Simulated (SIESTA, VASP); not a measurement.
A VASP calculation is set up with these files.

### POSCAR
```
InF3
1
    2.6021400000     1.5023460000     4.9075070000
   -2.6021400000     1.5023460000     4.9075070000
    0.0000000000    -3.0046920000     4.9075070000
In F
2 6
Direct
  0.5000000000   0.5000000000   0.5000000000
  0.0000000000   0.0000000000   0.0000000000
  0.3957100000   0.7500000000   0.1042900000
  0.6042900000   0.2500000000   0.8957100000
  0.1042900000   0.3957100000   0.7500000000
  0.8957100000   0.6042900000   0.2500000000
  0.7500000000   0.1042900000   0.3957100000
  0.2500000000   0.8957100000   0.6042900000
```

KPOINTS:
```
Automatic mesh
0
Gamma
5 5 5
0 0 0
```

INCAR:
```
ALGO=Normal
EDIFF=1E-6
ENCUT=400
ISIF=2
ISMEAR=-1
LASPH=.True.
LCHARG=.False.
LMAXMIX=4
LREAL=.False.
LWAVE=.False.
NELM=100
PREC=Accurate
SIGMA=0.05
SYSTEM=InF3
```

POTCAR, in this order: In_d F (LDA.64 set). Program: vasp_std.

**Question.** Translate it to SIESTA.

**Answer.** One input that does it (LDA PW92, numerical atomic orbitals DZP, PseudoDojo LDA standard norm-conserving potentials (rewritten from UPF to PSML)):
```
# files in the folder: In.psml F.psml (PseudoDojo LDA standard)
SystemName  InF3
SystemLabel inf3

NumberOfAtoms                8
NumberOfSpecies              2
%block ChemicalSpeciesLabel
  1 49 In
  2 9 F
%endblock ChemicalSpeciesLabel
LatticeConstant              5.754285 Ang
%block LatticeVectors
     0.452209093    0.261083002    0.852843924
    -0.452209093    0.261083002    0.852843924
     0.000000000   -0.522166003    0.852843924
%endblock LatticeVectors
AtomicCoordinatesFormat      Ang
%block AtomicCoordinatesAndAtomicSpecies
     0.000000000    0.000000000    7.361260500  1
     0.000000000    0.000000000    0.000000000  1
    -0.921912181    1.407893507    6.134383750  2
     0.921912181   -1.407893507    8.588137250  2
    -0.758315639   -1.502346000    6.134383750  2
     0.758315639    1.502346000    8.588137250  2
     1.680227819    0.094452493    6.134383750  2
    -1.680227819   -0.094452493    8.588137250  2
%endblock AtomicCoordinatesAndAtomicSpecies

XC.functional                LDA
XC.authors                   PW92
PAO.BasisSize                DZP
PAO.EnergyShift              0.005 Ry
MeshCutoff                   300 Ry
%block kgrid.MonkhorstPack
    5   0   0  0.0
    0   5   0  0.0
    0   0   5  0.0
%endblock kgrid.MonkhorstPack
OccupationFunction           FD
ElectronicTemperature        50.0 meV

MaxSCFIterations             150
SCF.Mixer.Method             Broyden
SCF.Mixer.Weight             0.2
SCF.Mixer.History            6
SCF.DM.Tolerance             1.0E-04
Diag.ParallelOverK           true
WriteForces                  true
Charge.Mulliken              end
```
Both inputs were run and reached self-consistency, which says nothing on mesh or cut-off. Potentials, basis and cut-offs are each code's own, so they don't translate, and total energies aren't comparable.

VASP's LDA is the Perdew-Zunger fit; the other code's may be Perdew-Wang, which differs slightly.

The structure comes from a computed database's InF3 entry (R-3c); how it stands against other phases isn't given here. The cell was not relaxed at this level, and it may have been scaled.
